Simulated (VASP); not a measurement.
# K2TeO2 (P1) in VASP: further runs

The runs below take K2TeO2 through single point, molecular dynamics, with RPBE.

Everything below comes from runs of VASP 6.6.1. Logs are shortened: lines on timing, memory, paths and dates and some standing lists are left out, and cuts for length are marked.

## (1) Starting point

The typed cell holds 5 atoms: a = 4.164 Å, b = 4.176 Å, c = 7.129 Å, α = 74.28°, β = 74.57°, γ = 94.45°.

The cell was built by a generator and needn't be a form met in nature.

## (2) Single point, RPBE

INCAR reads:

```
PREC     = Accurate       # precision mode
ENCUT    = 520            # plane-wave cutoff, eV
EDIFF    = 1E-6           # SCF threshold, eV
ISMEAR   = 1              # smearing method
SIGMA    = 0.15           # smearing width, eV
LREAL    = False          # projectors in reciprocal space
LASPH    = True           # aspherical terms in the spheres
NELM     = 100            # most SCF steps
ALGO     = Normal         # electronic algorithm
ISIF     = 2              # what is computed and relaxed
LWAVE    = False          # write WAVECAR
LCHARG   = False          # write CHGCAR
GGA      = RP             # functional
NBANDS   = 26             # bands
```

KPOINTS reads:

```
regular mesh
0
Gamma
  4 4 2
```

POSCAR reads:

```
K2TeO2
1.0
   -0.1618060000      4.1609160000      0.0072390000
    4.1725860000     -0.1618060000     -0.0014980000
    2.0077590000      1.9881030000     -6.5456690000
Te O K
1 2 2
Direct
    0.9734823636      0.0943774033      0.9795465767
    0.2284634665      0.7206772758      0.4678588655
    0.7479994054      0.2536717549      0.4784625937
    0.3796047095      0.3208699666      0.2798337794
    0.7044908610      0.6665446081      0.6829734784
```

Potentials or basis: VASP PAW PBE potentials, release 64 (Te, O, K_sv).

Command:

```
cat potpaw_PBE.64/Te/POTCAR potpaw_PBE.64/O/POTCAR potpaw_PBE.64/K_sv/POTCAR > POTCAR
mpirun -np 1 vasp_std > vasp.out
```

OUTCAR:

```text
PREC = Accurate
   ENCUT = 520
   EDIFF = 1E-6
   ISMEAR = 1
   LREAL = False
   LASPH = True
   NELM = 100
   ISIF = 2
   GGA = RP

 ion  position               nearest neighbor table
   1  0.973  0.094  0.980-   4 3.20   5 3.22   4 3.33   5 3.45   5 3.49   4 3.65
   2  0.228  0.721  0.468-   5 2.26   4 2.43   4 2.44   5 2.80
   3  0.748  0.254  0.478-   4 2.33   5 2.45   5 2.53   4 2.59
   4  0.380  0.321  0.280-   3 2.33   2 2.43   2 2.44   3 2.59   1 3.20   1 3.33   1 3.65   5 3.73

   5  0.704  0.667  0.683-   2 2.26   3 2.45   3 2.53   2 2.80   1 3.22   1 3.45   1 3.49   4 3.73

  LATTYP: Found a triclinic cell.
 ALAT       =     4.1757223750
 B/A-ratio  =     1.3563776391
 C/A-ratio  =     1.7291476044
 COS(alpha) =     0.0029952495
 COS(beta)  =     0.3108066190
 COS(gamma) =     0.6802437659

  Lattice vectors:

 A1 = (   4.1725860000,  -0.1618060000,  -0.0014980000)
 A2 = (   4.0107800000,   3.9991100000,   0.0057410000)
 A3 = (   2.1648270000,  -2.1499090000,   6.5441710000)

Analysis of symmetry for initial positions (statically):
=====================================================================
 Subroutine PRICEL returns:
 Original cell was already a primitive cell.

 Routine SETGRP: Setting up the symmetry group for a
 triclinic supercell.

 Subroutine GETGRP returns: Found  1 space group operations
 (whereof  1 operations were pure point group operations)
 out of a pool of  2 trial point group operations.

The static configuration has the point symmetry C_1 .

Analysis of symmetry for dynamics (positions and initial velocities):
=====================================================================
 Subroutine PRICEL returns:
 Original cell was already a primitive cell.

 Routine SETGRP: Setting up the symmetry group for a
 triclinic supercell.

 Subroutine GETGRP returns: Found  1 space group operations
 (whereof  1 operations were pure point group operations)
 out of a pool of  2 trial point group operations.

The dynamic configuration has the point symmetry C_1 .

 Subroutine INISYM returns: Found  1 space group operations
 (whereof  1 operations are pure point group operations),
 and found     1 'primitive' translations

----------------------------------------------------------------------------------------

                                     Primitive cell

  volume of cell :     113.5225

  direct lattice vectors                    reciprocal lattice vectors
    -0.161806000  4.160916000  0.007239000     0.009355914  0.240563411  0.075935593
     4.172586000 -0.161806000 -0.001498000     0.240043792  0.009201651  0.076423649
     2.007759000  1.988103000 -6.545669000    -0.000044588  0.000263939 -0.152706283

  length of vectors
     4.164067188  4.175722375  7.129476306     0.252437125  0.252083848  0.152706518

  position of ions in fractional coordinates (direct lattice)
     0.973482364  0.094377403  0.979546577
     0.228463467  0.720677276  0.467858865
     0.747999405  0.253671755  0.478462594
     0.379604710  0.320869967  0.279833779
     0.704490861  0.666544608  0.682973478

  ion indices of the primitive-cell ions
   primitive index   ion index
                 1           1
                 2           2
                 3           3
                 4           4
                 5           5

----------------------------------------------------------------------------------------

 KPOINTS: regular mesh

Automatic generation of k-mesh.
 Grid dimensions read from file:
 generate k-points for:    4    4    2

 Generating k-lattice:

  Cartesian coordinates                     Fractional coordinates (reciprocal lattice)
     0.002338978  0.060140853  0.018983898     0.250000000 -0.000000000 -0.000000000
     0.060010948  0.002300413  0.019105912    -0.000000000  0.250000000  0.000000000
    -0.000022294  0.000131969 -0.076353142     0.000000000 -0.000000000  0.500000000

  Length of vectors
     0.063109281  0.063020962  0.076353259

  Shift w.r.t. Gamma in fractional coordinates (k-lattice)
     0.000000000  0.000000000  0.000000000

[... 41 lines left out ...]
  energy-cutoff  :      520.00
  volume of cell :      113.52
 maximum number of plane-waves:      3073
 NGX is ok and might be reduce to    32
   NGX = 15   NGY = 15   NGZ = 27

 number of electron      36.0000001 magnetization

 Free energy of the ion-electron system (eV)
  ---------------------------------------------------
  ext. energy  EPLUGINS =         0.00000000
  ---------------------------------------------------
  free energy    TOTEN  =       -12.74026856 eV

  energy without entropy =      -12.72974957  energy(sigma->0) =      -12.73676223

 E-fermi :   0.5103     XC(G=0):  -8.4729

 val. band max:        0.5018048135   @ k =   0.5000   0.0000  -0.0000
 cond. band min:       0.5155767332   @ k =   0.0000   0.2500   0.0000
 fundamental gap:      0.0137719197
 Fermi energy:         0.5102964486

 k-point     1 :       0.0000    0.0000    0.0000
  band No.  band energies     occupation
      1     -26.7457      2.00000
      2     -26.5918      2.00000
      3     -15.4468      2.00000
      4     -14.7706      2.00000
      5     -10.5020      2.00000
      6     -10.2854      2.00000
[... 18 lines left out ...]
     25       9.8529      0.00000
     26      10.1824      0.00000

 k-point     2 :       0.2500    0.0000   -0.0000
  band No.  band energies     occupation
      1     -26.7350      2.00000
      2     -26.5882      2.00000
      3     -15.4040      2.00000
      4     -14.9195      2.00000
      5     -10.5888      2.00000
      6     -10.2721      2.00000
[... 18 lines left out ...]
     25       9.4536      0.00000
     26       9.9136      0.00000

 k-point     3 :       0.5000    0.0000   -0.0000
  band No.  band energies     occupation
      1     -26.7242      2.00000
      2     -26.5847      2.00000
      3     -15.3032      2.00000
      4     -15.1250      2.00000
      5     -10.5046      2.00000
      6     -10.2834      2.00000
[... 456 lines left out ...]
 k-point    19 :       0.2500    0.5000    0.5000
  band No.  band energies     occupation
      1     -26.7174      2.00000
      2     -26.5764      2.00000
      3     -15.3969      2.00000
      4     -15.1385      2.00000
      5     -10.4624      2.00000
      6     -10.3803      2.00000
[... 18 lines left out ...]
     25       9.2442      0.00000
     26      10.8923      0.00000

 k-point    20 :       0.5000    0.5000    0.5000
  band No.  band energies     occupation
      1     -26.7108      2.00000
      2     -26.5692      2.00000
      3     -15.4335      2.00000
      4     -15.1709      2.00000
      5     -10.4409      2.00000
      6     -10.3962      2.00000
[... 18 lines left out ...]
     25      10.9700      0.00000
     26      11.3443      0.00000

------------------------ aborting loop because EDIFF is reached ----------------------------------------

  FORCE on cell =-STRESS in cart. coord.  units (eV):
  Direction    XX          YY          ZZ          XY          YZ          ZX
  --------------------------------------------------------------------------------------
  -------------------------------------------------------------------------------------
  Total        4.8025108      5.6934108      6.0629143     -1.5501164      0.7081007     -0.2514837
  in kB       67.7792873     80.3528282     85.5677421    -21.8772618      9.9936391     -3.5492661
  external PRESSURE =      77.8999525 kB  Pullay stress =       0.0000000 kB

 VOLUME and BASIS-vectors are now :
 -----------------------------------------------------------------------------
  energy-cutoff  :      520.00
  volume of cell :      113.52
      direct lattice vectors                 reciprocal lattice vectors
    -0.161806000  4.160916000  0.007239000     0.009355914  0.240563411  0.075935593
     4.172586000 -0.161806000 -0.001498000     0.240043792  0.009201651  0.076423649
     2.007759000  1.988103000 -6.545669000    -0.000044588  0.000263939 -0.152706283

 POSITION                                       TOTAL-FORCE (eV/Angst)
 -----------------------------------------------------------------------------------
      2.20298      5.98275     -6.40488        -0.598057      0.519337      0.012610
      3.90947      1.76416     -3.06187        -0.497701      0.832530      0.282039
      1.89807      4.02255     -3.12682         0.373723      0.859235     -0.169486
      1.83927      2.08392     -1.82943         0.473127     -0.731797      0.634627
      4.03847      4.18130     -4.46642         0.248908     -1.479304     -0.759791
 -----------------------------------------------------------------------------------
    total drift:                                0.000177      0.000088      0.000525

  FREE ENERGIE OF THE ION-ELECTRON SYSTEM (eV)
  ---------------------------------------------------
  free  energy   TOTEN  =       -12.7402685550 eV

  energy  without entropy=      -12.7297495706  energy(sigma->0) =      -12.73676223
```

Run time: 59 s. Hardware: 1 thread of Intel Xeon Platinum 8488C (Sapphire Rapids), shared host; peak memory 0.25 GiB.

What came out:

- Free energy: -12.7403 eV
- Pressure: 7.8 GPa
- Largest force: 1.682 eV/Å
- Band gap on the k mesh: none (metal or under the smearing width)

Forces in eV/Å, atoms in the order of the input:
```
Te  -0.598  0.519  0.013
O   -0.498  0.833  0.282
O    0.374  0.859 -0.169
K    0.473 -0.732  0.635
K    0.249 -1.479 -0.760
```

Levels at points of the mesh, in eV from the Fermi level:
| k point | band 16 | band 17 | band 18 | band 19 | band 20 | band 21 |
| --- | --- | --- | --- | --- | --- | --- |
| (0.00, 0.00, 0.00) | -0.16 | 0.13 | 0.34 | 0.48 | 0.51 | 5.59 |
| (0.50, 0.00, 0.00) | -0.44 | -0.35 | -0.22 | -0.01 | 0.53 | 6.40 |
| (0.00, 0.50, 0.00) | -0.46 | -0.41 | -0.25 | 0.03 | 0.53 | 6.45 |
| (0.50, 0.50, 0.00) | -0.43 | -0.20 | -0.08 | 0.08 | 0.34 | 5.32 |
| (0.00, 0.00, 0.50) | -0.58 | -0.01 | 0.17 | 0.31 | 0.38 | 5.54 |
| (0.50, 0.00, 0.50) | -0.48 | -0.39 | -0.20 | -0.10 | 0.52 | 6.35 |
| (0.00, 0.50, 0.50) | -0.55 | -0.33 | -0.25 | 0.07 | 0.51 | 6.43 |
| (0.50, 0.50, 0.50) | -0.31 | -0.24 | 0.02 | 0.09 | 0.35 | 5.33 |

Caveat: the k mesh is coarse (spacing up to 0.48 Å⁻¹), so the values aren't converged; the PAW data sets were made with another functional, which shifts forces and pressure a little.

## (3) Single point, RPBE

INCAR reads:

```
PREC     = Accurate       # precision mode
ENCUT    = 520            # plane-wave cutoff, eV
EDIFF    = 1E-6           # SCF threshold, eV
ISMEAR   = 1              # smearing method
SIGMA    = 0.15           # smearing width, eV
LREAL    = F              # projectors in reciprocal space
LASPH    = T              # aspherical terms in the spheres
NELM     = 100            # most SCF steps
ALGO     = Normal         # electronic algorithm
ISIF     = 2              # what is computed and relaxed
LWAVE    = F              # write WAVECAR
LCHARG   = F              # write CHGCAR
GGA      = RP             # functional
NBANDS   = 26             # bands
```

KPOINTS is that of step 2.

POSCAR reads:

```
K2TeO2
1.0
   -0.1618060000      4.1609160000      0.0072390000
    4.1725860000     -0.1618060000     -0.0014980000
    2.0077590000      1.9881030000     -6.5456690000
Te O K
1 2 2
Direct
    0.9759569490      0.0931552577      0.9799639129
    0.2342070310      0.7188691680      0.4674966850
    0.7625445420      0.2562941363      0.4759266213
    0.3779304304      0.3273129430      0.2758742496
    0.6950945915      0.6628428872      0.6864964988
```

Potentials or basis: VASP PAW PBE potentials, release 64 (Te, O, K_sv).

Command:

```
cat potpaw_PBE.64/Te/POTCAR potpaw_PBE.64/O/POTCAR potpaw_PBE.64/K_sv/POTCAR > POTCAR
mpirun -np 1 vasp_std > vasp.out
```

Run time: 53 s. Hardware: 1 thread of Intel Xeon Platinum 8488C (Sapphire Rapids), shared host; peak memory 0.25 GiB.

Results (log left out):

```
Free energy            : -12.8923 eV
Pressure               : 7.1 GPa
Largest force          : 1.264 eV/Å
Band gap on the k mesh : none (metal or under the smearing width)
```

Forces in eV/Å, atoms in the order of the input:
```
Te  -0.615  0.429 -0.002
O   -0.360  0.476  0.062
O    0.388  0.629 -0.088
K    0.325 -0.385  0.483
K    0.262 -1.149 -0.455
```

Stress tensor (GPa, compression positive):
```
 6.36 -2.10 -0.54
-2.10  7.19  1.06
-0.54  1.06  7.87
```

Levels at points of the mesh, in eV from the Fermi level:
```tsv
k point	band 15	band 16	band 17	band 18	band 19	band 20	band 21	band 22
(0.00, 0.00, 0.00)	-0.69	-0.16	0.11	0.34	0.49	0.50	5.58	6.19
(0.50, 0.00, 0.00)	-0.65	-0.41	-0.37	-0.22	0.01	0.51	6.36	7.05
(0.00, 0.50, 0.00)	-0.70	-0.45	-0.39	-0.29	0.02	0.50	6.40	6.81
(0.50, 0.50, 0.00)	-1.07	-0.46	-0.20	-0.07	0.10	0.35	5.32	7.34
(0.00, 0.00, 0.50)	-0.81	-0.58	-0.01	0.15	0.32	0.36	5.53	5.91
(0.50, 0.00, 0.50)	-0.71	-0.49	-0.37	-0.22	-0.09	0.50	6.31	7.05
(0.00, 0.50, 0.50)	-0.67	-0.51	-0.37	-0.26	0.08	0.48	6.40	6.81
(0.50, 0.50, 0.50)	-1.37	-0.35	-0.26	0.02	0.10	0.36	5.32	7.18
```

Caveat: the k mesh is coarse (spacing up to 0.48 Å⁻¹), so the values aren't converged; the PAW data sets were made with another functional, which shifts forces and pressure a little.

## (4) Single point, RPBE

INCAR reads:

```
SYSTEM = K2TeO2
PREC = Accurate
ENCUT = 520
EDIFF = 1E-6
ISMEAR = 1
SIGMA = 0.15
LREAL = .False.
LASPH = .True.
NELM = 100
ALGO = Normal
ISIF = 2
LWAVE = .False.
LCHARG = .True.
GGA = RP
LELF = .True.
LVHAR = .True.
NBANDS = 26
```

KPOINTS reads:

```
Automatic mesh
0
Gamma
  4 4 2
  0 0 0
```

POSCAR reads:

```
K2TeO2
1.0
   -0.1618060000      4.1609160000      0.0072390000
    4.1725860000     -0.1618060000     -0.0014980000
    2.0077590000      1.9881030000     -6.5456690000
Te O K
1 2 2
Direct
    0.9784829040      0.0917998571      0.9802100781
    0.2398086542      0.7166784409      0.4664145698
    0.7781458048      0.2598899121      0.4748287276
    0.3763751657      0.3337304020      0.2721725849
    0.6842420592      0.6587005363      0.6903168331
```

Command:

```
cat potpaw_PBE.64/Te/POTCAR potpaw_PBE.64/O/POTCAR potpaw_PBE.64/K_sv/POTCAR > POTCAR
mpirun -np 1 vasp_std > vasp.out
```

It took 60 s on 1 thread of Intel Xeon Platinum 8488C (Sapphire Rapids), shared host; peak memory 0.25 GiB.

It converged, with:

```
Free energy            : -13.0066 eV
Pressure               : 6.6 GPa
Largest force          : 0.910 eV/Å
Band gap on the k mesh : none (metal or under the smearing width)
```

Forces on the atoms (eV/Å):
```
Te  -0.640  0.327 -0.022
O   -0.245  0.119 -0.133
O    0.428  0.435 -0.068
K    0.153 -0.042  0.400
K    0.305 -0.838 -0.177
```

Stress tensor (GPa, compression positive):
```
 6.09 -2.06 -0.82
-2.06  6.43  1.18
-0.82  1.18  7.42
```

Levels at points of the mesh, in eV from the Fermi level:
```
           k point  band 16  band 17  band 18  band 19  band 20  band 21
(0.00, 0.00, 0.00)    -0.17     0.10     0.35     0.48     0.50     5.58
(0.50, 0.00, 0.00)    -0.39    -0.38    -0.22     0.02     0.49     6.32
(0.00, 0.50, 0.00)    -0.48    -0.34    -0.32     0.02     0.48     6.35
(0.50, 0.50, 0.00)    -0.50    -0.22    -0.07     0.11     0.37     5.32
(0.00, 0.00, 0.50)    -0.58    -0.03     0.14     0.33     0.35     5.52
(0.50, 0.00, 0.50)    -0.51    -0.36    -0.22    -0.09     0.48     6.28
(0.00, 0.50, 0.50)    -0.47    -0.39    -0.26     0.09     0.46     6.37
(0.50, 0.50, 0.50)    -0.39    -0.27     0.00     0.12     0.37     5.32
```

Caveat: the k mesh is coarse (spacing up to 0.48 Å⁻¹), so the values aren't converged; the PAW data sets were made with another functional, which shifts forces and pressure a little. Spin-orbit coupling is left out, which matters for the levels of Te.

## (5) Molecular dynamics, RPBE

INCAR reads:

```
SYSTEM = K2TeO2
ALGO     = Fast           ! electronic algorithm
EDIFF    = 1E-5           ! SCF threshold, eV
ENCUT    = 520            ! plane-wave cutoff, eV
GGA      = RP             ! functional
IBRION   = 0              ! ionic algorithm
ISIF     = 2              ! what is computed and relaxed
ISMEAR   = 1              ! smearing method
ISYM     = 0            
LANGEVIN_GAMMA= 10 10 10     
LASPH    = .True.         ! aspherical terms in the spheres
LCHARG   = .True.         ! write CHGCAR
LREAL    = .False.        ! projectors in reciprocal space
LWAVE    = .False.        ! write WAVECAR
MDALGO   = 3            
NBANDS   = 26             ! bands
NELM     = 100            ! most SCF steps
NELMIN   = 4            
NSW      = 20             ! ionic steps
POTIM    = 1.0            ! step
PREC     = Accurate       ! precision mode
RANDOM_SEED= 226741 0 0   
SIGMA    = 0.15           ! smearing width, eV
TEBEG    = 100.0        
TEEND    = 100.0
```

KPOINTS reads:

```
k-points
0
Gamma
  4 4 2
  0 0 0
```

POSCAR reads:

```
K2TeO2
1.0
   -0.1618060000      4.1609160000      0.0072390000
    4.1725860000     -0.1618060000     -0.0014980000
    2.0077590000      1.9881030000     -6.5456690000
Te O K
1 2 2
Direct
    0.9720080000      0.0951220000      0.9792280000
    0.2305910000      0.7220850000      0.4663970000
    0.7391430000      0.2538850000      0.4813830000
    0.3806720000      0.3166310000      0.2828390000
    0.7096040000      0.6699090000      0.6809030000
```

Command:

```
cat potpaw_PBE.64/Te/POTCAR potpaw_PBE.64/O/POTCAR potpaw_PBE.64/K_sv/POTCAR > POTCAR
mpirun -np 1 vasp_std > vasp.out
```

Wall time 5.8 min (1 thread of Intel Xeon Platinum 8488C (Sapphire Rapids), shared host); peak memory 0.32 GiB.

The path:
| step | potential energy change (eV) | largest force (eV/Å) | pressure (GPa) | volume (Å³) | temperature (K) |
| --- | --- | --- | --- | --- | --- |
| 1 | 0.0000 | 1.7773 | 8.15 | 113.52 | 127 |
| 2 | -0.0012 | 1.7763 | 8.13 | 113.52 | 134 |
| 3 | -0.0049 | 1.7631 | 8.11 | 113.52 | 150 |
| 4 | -0.0113 | 1.7401 | 8.09 | 113.52 | 169 |
| 5 | -0.0209 | 1.7075 | 8.04 | 113.52 | 183 |
| 6 | -0.0322 | 1.6693 | 8.01 | 113.52 | 193 |
| 7 | -0.0446 | 1.6273 | 7.95 | 113.52 | 213 |
| 8 | -0.0584 | 1.5829 | 7.96 | 113.52 | 242 |
| 9 | -0.0738 | 1.5355 | 7.75 | 113.52 | 272 |
| 10 | -0.0907 | 1.4766 | 7.79 | 113.52 | 305 |
| 11 | -0.1086 | 1.4187 | 7.61 | 113.52 | 352 |
| 12 | -0.1278 | 1.3526 | 7.66 | 113.52 | 400 |
| 13 | -0.1473 | 1.2876 | 7.43 | 113.52 | 438 |
| 14 | -0.1668 | 1.2181 | 7.57 | 113.52 | 466 |
| 15 | -0.1857 | 1.1551 | 7.36 | 113.52 | 488 |
| 16 | -0.2041 | 1.0930 | 7.43 | 113.52 | 512 |
| 17 | -0.2214 | 1.0437 | 7.20 | 113.52 | 528 |
| 18 | -0.2374 | 0.9868 | 7.17 | 113.52 | 546 |
| 19 | -0.2528 | 0.9336 | 7.11 | 113.52 | 567 |
| 20 | -0.2672 | 0.8828 | 7.06 | 113.52 | 571 |

Caveat: the k mesh is coarse (spacing up to 0.48 Å⁻¹), so the values aren't converged; the PAW data sets were made with another functional, which shifts forces and pressure a little.
